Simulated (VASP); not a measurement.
Data:

```
CELL_PARAMETERS angstrom
      1.63296    -2.82837     0.00000
      1.63296     2.82837     0.00000
      0.00000     0.00000    14.18057
ATOMIC_POSITIONS crystal
  Mo 0.33333 0.66667 0.25000
  Mo 0.66667 0.33333 0.75000
  Se 0.33333 0.66667 0.86728
  Se 0.66667 0.33333 0.36728
  Se 0.66667 0.33333 0.13272
  Se 0.33333 0.66667 0.63272
```

Level of theory: AM05 GGA, VASP's PBE PAW potentials (set 64) (plane waves; VASP). Numerical set-up: 520 eV cut-off, 9×9×2 Γ-centred mesh, tetrahedra with Blöchl corrections, potentials Mo_sv Se.

Without a dispersion term in the relaxation, distances and binding between the weakly bound layers, chains or molecules are unreliable, and so is what depends on them.

What does the run give for the energy per atom (σ→0)?

- energy per atom (σ→0) = -6.957 eV/atom

The compound is MoSe2 in the 2H layered structure. It was relaxed first, which changed the volume by +8 %.
